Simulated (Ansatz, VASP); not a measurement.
# Al3GaN4 (Al3GaN4 (Pm)) in two plane-wave programs, part 2 of 2

One calculation is typed for both programs; each brings its own data sets. How far apart do they land? The cell is taken from a series of runs on this material, whose earlier steps may have relaxed, scaled, displaced or heated it; both programs get it as it stands.

VASP 6.6.1 and Ansatz 0.2.0.

So far: Set-up; Ansatz: relaxation of cell and atoms, PBEsol.

## (3) VASP: relaxation of cell and atoms, PBEsol

Level of this step: PBEsol; plane waves and PAW (Al, Ga_d, N) (VASP).

The same cell, functional and mesh now go to VASP, with its own data sets.

Lines of VASP's logs that name or quote its potential files are left out, and so is its time.

INCAR

```
SYSTEM = Al3GaN4
PREC = Accurate
ENCUT = 600
EDIFF = 1E-07
NELM = 120
ISMEAR = 0
SIGMA = 0.01
LREAL = .FALSE.
ALGO = Normal
GGA = PS
NBANDS = 29
LORBIT = 11
LWAVE = .FALSE.
LCHARG = .FALSE.
ISIF = 3
IBRION = 2
NSW = 80
EDIFFG = -0.005
LASPH = .TRUE.
GGA_COMPAT = .FALSE.
NELMIN = 4
EFERMI = MIDGAP
KPAR = 2
```

POSCAR

```
Al3GaN4
1.0
    5.0376940000      0.0000000000      0.0000000000
    0.0000000000      3.1254380000      0.0000000000
   -0.0033560000      0.0000000000      5.4111720000
Al Ga N
3 1 4
Direct
    0.5000987343      0.5000000000      0.1672803969
    0.0007634724      0.5000000000      0.8349644033
    0.0008864755      0.0000000000      0.3315828808
    0.4997148786      0.0000000000      0.6661638181
    0.1101353294      0.0000000000      0.6662955825
    0.1225864524      0.5000000000      0.1671739505
    0.6259035041      0.5000000000      0.8412774534
    0.6235098007      0.0000000000      0.3252628081
```

KPOINTS

```
Automatic mesh
0
Gamma
6 9 5
0 0 0
```

The projector-augmented-wave data sets are Al, Ga_d and N (PBE family, release 64).

Launch:

```bash
mpirun -np 2 vasp_std
```

Numbers of over 12 decimals in the logs are rounded to 6 here.

Output:

```text
[banner, memory and clock lines left out]
running    2 mpi-ranks, on    1 nodes
 distrk:  each k-point on    1 cores,    2 groups
 distr:  one band on    1 cores,    1 groups

 POSCAR found type information on POSCAR AlGaN
 POSCAR found :  3 types and       8 ions
|                                                                             |
|               ----> ADVICE to this user running VASP <----                  |
|                                                                             |
|     You enforced a specific xc type in the INCAR file but a different       |
|     [... a line on the potential file left out ...]
|     I HOPE YOU KNOW WHAT YOU ARE DOING!                                     |
|                                                                             |

 LDA part: xc-table for (Slater+PW92), standard interpolation
 POSCAR, INCAR and KPOINTS ok, starting setup
 FFT: planning ... GRIDC
 FFT: planning ... GRID_SOFT
 FFT: planning ... GRID
 WAVECAR not read
 entering main loop
       N       E                     dE             d eps       ncg     rms          rms(c)
DAV:   1     0.379500803163E+03    0.37950E+03   -0.21149E+04  4933   0.200E+03
DAV:   2    -0.128054330034E+02   -0.39231E+03   -0.36876E+03  5445   0.529E+02
DAV:   3    -0.662198724378E+02   -0.53414E+02   -0.52654E+02  5146   0.154E+02
DAV:   4    -0.687122015550E+02   -0.24923E+01   -0.24808E+01  6336   0.366E+01
DAV:   5    -0.687592051622E+02   -0.47004E-01   -0.46950E-01  5690   0.480E+00    0.161E+01
DAV:   6    -0.600753179589E+02    0.86839E+01   -0.29830E+01  7266   0.557E+01    0.548E+00
DAV:   7    -0.601522430718E+02   -0.76925E-01   -0.26517E+00  5421   0.118E+01    0.393E+00
DAV:   8    -0.600940976435E+02    0.58145E-01   -0.38306E-01  6529   0.699E+00    0.867E-01
DAV:   9    -0.600708135981E+02    0.23284E-01   -0.95362E-02  7353   0.467E+00    0.414E-01
DAV:  10    -0.600710031642E+02   -0.18957E-03   -0.10031E-02  5583   0.689E-01    0.190E-01
DAV:  11    -0.600711767752E+02   -0.17361E-03   -0.65711E-04  7386   0.263E-01    0.384E-02
DAV:  12    -0.600711864991E+02   -0.97240E-05   -0.10285E-04  5948   0.943E-02    0.161E-02
DAV:  13    -0.600711881392E+02   -0.16401E-05   -0.75914E-06  5874   0.235E-02    0.764E-03
DAV:  14    -0.600711880397E+02    0.99501E-07   -0.20468E-06  7011   0.205E-02    0.271E-03
DAV:  15    -0.600711880474E+02   -0.76952E-08   -0.52718E-07  5400   0.550E-03
   1 F= -.60071188E+02 E0= -.60071188E+02  d E =-.600712E+02
[...]
2 F= -.60072612E+02 E0= -.60072612E+02  d E =-.142376E-02
[...]
3 F= -.60072984E+02 E0= -.60072984E+02  d E =-.179639E-02
[...]
4 F= -.60073157E+02 E0= -.60073157E+02  d E =-.172602E-03
[...]
5 F= -.60073162E+02 E0= -.60073162E+02  d E =-.177658E-03
[...]
6 F= -.60073162E+02 E0= -.60073162E+02  d E =-.177603E-03
 curvature:  -0.39 expect dE=-0.890E-05 dE for cont linesearch -0.614E-07
 ZBRENT: accuracy reached
 trial: gam= 0.06981 g(F)=  0.181E-04 g(S)=  0.490E-05 ort =-0.870E-05 (trialstep = 0.913E+00)
 search vector abs. value=  0.241E-04
 bond charge predicted
       N       E                     dE             d eps       ncg     rms          rms(c)
DAV:   1    -0.600731743614E+02   -0.12324E-04   -0.16735E-03  5095   0.337E-01    0.170E-02
DAV:   2    -0.600731725982E+02    0.17632E-05   -0.62313E-05  6920   0.948E-02    0.856E-03
DAV:   3    -0.600731708357E+02    0.17625E-05   -0.51915E-06  7342   0.292E-02    0.312E-03
DAV:   4    -0.600731706505E+02    0.18512E-06   -0.13093E-06  6498   0.956E-03    0.186E-03
DAV:   5    -0.600731705738E+02    0.76784E-07   -0.15537E-07  3680   0.426E-03
   7 F= -.60073171E+02 E0= -.60073171E+02  d E =-.853208E-05
 trial-energy change:   -0.000009  1 .order   -0.000008   -0.000020    0.000004
 step:   0.7667(harm=  0.7667)  dis= 0.00035  next Energy=   -60.073171 (dE=-0.858E-05)
 reached required accuracy - stopping structural energy minimisation
```

From OUTCAR (step 3):

```text
ion  position               nearest neighbor table
   1  0.500  0.500  0.167-   7 1.87   8 1.89   8 1.89   6 1.90   2 3.09   3 3.09   3 3.09   3 3.10
                             3 3.10   2 3.10   4 3.12   4 3.12   4 3.13   4 3.13
   2  0.001  0.500  0.835-   7 1.89   5 1.89   5 1.89   6 1.90   1 3.09   4 3.10   4 3.10   1 3.10
                             4 3.11   4 3.11   3 3.11   3 3.11   3 3.14   3 3.14
   3  0.001  0.000  0.332-   5 1.89   6 1.90   6 1.90   8 1.90   1 3.09   1 3.09   4 3.10   1 3.10
                             1 3.10   4 3.11   2 3.11   2 3.11   2 3.14   2 3.14
   4  0.500  0.000  0.666-   7 1.93   7 1.93   8 1.95   5 1.96   3 3.10   2 3.10   2 3.10   2 3.11
                             2 3.11   3 3.11   1 3.12   1 3.12   1 3.13   1 3.13
   5  0.110  0.000  0.666-   2 1.89   2 1.89   3 1.89   4 1.96
   6  0.123  0.500  0.167-   2 1.90   3 1.90   3 1.90   1 1.90
   7  0.626  0.500  0.841-   1 1.87   2 1.89   4 1.93   4 1.93
   8  0.624  0.000  0.325-   1 1.89   1 1.89   3 1.90   4 1.95

  LATTYP: Found a simple monoclinic cell.
 ALAT       =     5.0376940000
 B/A-ratio  =     0.6204104497
 C/A-ratio  =     1.0741369048
 COS(beta)  =    -0.0006201982

 Subroutine GETGRP returns: Found  2 space group operations
 (whereof  2 operations were pure point group operations)

The static configuration has the point symmetry C_1h.

 Found     80 irreducible k-points:

   k-points           NKPTS =     80   k-points in BZ     NKDIM =     80   number of bands    NBANDS=     29

   dimension x,y,z NGX =    40 NGY =   28 NGZ =   48
   dimension x,y,z NGXF=    80 NGYF=   56 NGZF=   96

   ENCUT  =  600.0 eV  44.10 Ry    6.64 a.u.  10.06  6.24 10.81*2*pi/ulx,y,z

   NELECT =      42.0000    total number of electrons

 k-points in reciprocal lattice and weights: Automatic mesh
   0.00000000  0.00000000  0.00000000       0.004
   0.16666667  0.00000000  0.00000000       0.007
   0.33333333  0.00000000 -0.00000000       0.007
   0.50000000  0.00000000 -0.00000000       0.004
   0.00000000  0.11111111  0.00000000       0.007
   0.16666667  0.11111111  0.00000000       0.015
   0.33333333  0.11111111 -0.00000000       0.015
   0.50000000  0.11111111 -0.00000000       0.007
   0.00000000  0.22222222  0.00000000       0.007
[...]
-0.33333333  0.44444444  0.40000000       0.015
  -0.16666667  0.44444444  0.40000000       0.015

 average (electrostatic) potential at core
       1 -71.6989       2 -71.7529       3 -71.7944       4 -62.2531       5 -60.5519
       6 -60.4123       7 -60.6558       8 -60.5454

 E-fermi :   7.5396

 k-point     1 :       0.0000    0.0000    0.0000
  band No.  band energies     occupation
    ...
     17       4.9019      2.00000
     18       5.0451      2.00000
     19       5.7001      2.00000
     20       5.7766      2.00000
     21       5.7883      2.00000
     22       9.2910      0.00000
     23      11.2147      0.00000
     24      11.6549      0.00000
     25      11.7685      0.00000
     26      13.3766      0.00000
    ...

 k-point     2 :       0.1667    0.0000    0.0000
  band No.  band energies     occupation
    ...
     17       4.9470      2.00000
     18       4.9877      2.00000
     19       5.1649      2.00000
     20       5.6559      2.00000
     21       5.7242      2.00000
     22       9.7745      0.00000
     23      10.9211      0.00000
     24      11.4865      0.00000
     25      11.8608      0.00000
     26      14.0579      0.00000
    ...

 k-point     3 :       0.3333    0.0000   -0.0000
  band No.  band energies     occupation
    ...
     17       4.6373      2.00000
     18       5.0558      2.00000
     19       5.0578      2.00000
     20       5.5380      2.00000
     21       5.5993      2.00000
     22      10.3182      0.00000
     23      10.9154      0.00000
     24      11.3995      0.00000
     25      11.9362      0.00000
     26      14.2918      0.00000
    ...

  Total       -0.0060664     -0.0070030     -0.0096793      0.0000000      0.0000000      0.0006122
  in kB       -0.1137411     -0.1313011     -0.1814787      0.0000000      0.0000000      0.0114777
  external PRESSURE =      -0.1421736 kB  Pullay stress =       0.0000000 kB

  energy-cutoff  :      600.00
  volume of cell :       85.45
      direct lattice vectors                 reciprocal lattice vectors
     5.041926734  0.000000000 -0.000044978     0.198336878  0.000000000  0.000124767
     0.000000000  3.129212316  0.000000000     0.000000000  0.319569240  0.000000000
    -0.003407158  0.000000000  5.416217346     0.000001647  0.000000000  0.184630701

 POSITION                                       TOTAL-FORCE (eV/Angst)
 -----------------------------------------------------------------------------------
      2.52175      1.56461      0.90634        -0.001236      0.000000      0.000143
      0.00188      1.56461      4.52137         0.000458      0.000000      0.003171
      0.00420      0.00000      1.79660         0.002771      0.000000     -0.002289
      2.51583      0.00000      3.60835         0.000251      0.000000      0.001130
      0.55889      0.00000      3.60895        -0.003218      0.000000      0.000143
      0.61662      1.56461      0.90540         0.001016      0.000000     -0.001694
      3.14861      1.56461      4.55013        -0.000110      0.000000     -0.001137
      3.14072      0.00000      1.76761         0.000068      0.000000      0.000532
 -----------------------------------------------------------------------------------
    total drift:                               -0.000616      0.000000      0.000019

  FREE ENERGIE OF THE ION-ELECTRON SYSTEM (eV)
  ---------------------------------------------------
  free  energy   TOTEN  =       -60.0731705738 eV

  energy  without entropy=      -60.0731705738  energy(sigma->0) =      -60.07317057

 reached required accuracy - stopping structural energy minimisation

 total charge
# of ion       s       p       d       tot
------------------------------------------
    1        0.371   0.443   0.000   0.814
    2        0.369   0.439   0.000   0.809
    3        0.368   0.436   0.000   0.803
    4        0.787   0.925  10.195  11.907
    5        1.214   2.587   0.000   3.801
    6        1.213   2.607   0.000   3.821
    7        1.215   2.574   0.000   3.789
    8        1.214   2.590   0.000   3.804
--------------------------------------------------
tot          6.752  12.601  10.195  29.548

[... 3 further parts left out ...]
```

The run keeps the 2 symmetry operations of its start, so it cannot find a distortion of lower symmetry.

## (4) Differences

Known differences besides the potentials themselves: fixed occupations in Ansatz, narrow Gaussian smearing in VASP; the cutoff is 420 eV in Ansatz and 600 eV in VASP; Ansatz makes its cores anew for this functional, VASP keeps those of its PBE data sets; Ansatz adds a Pulay correction to the stress that steers its cell, VASP none. Total energies have different zeros and are not compared.

Compared:

```tsv
quantity	Ansatz	VASP	difference
volume (Å³)	85.53	85.45	+0.09 %
edge a after relaxation, in the typed setting (Å)	5.043	5.042	+0.03 %
edge b after relaxation, in the typed setting (Å)	3.130	3.129	+0.03 %
edge c after relaxation, in the typed setting (Å)	5.418	5.416	+0.03 %
```

## (5) Summary of results

```yaml
difference_in_volume_relaxation_of_cell_and_atoms_pbesol: 0.090 %
```

The difference in volume is 0.090 % (relaxation of cell and atoms, PBEsol), within the 1.2 % picked in this series as the mark of a large difference, as far as the stopping tolerances let one tell. How closely two codes agree says nothing of how well the functional describes the real material.

[Lines on the potential files, build, host, timing and source positions are cut from VASP's logs without a mark.]

[Logs are printed without paths, hosts, clocks, repeated set-up lines and the standing remarks that a program may print on its own settings, such as how far it seeks lower states.]

[Hosts, paths, dates, database ids (printed as entryN), source tags and the programs' standing remarks are cut or masked in the printed files.]
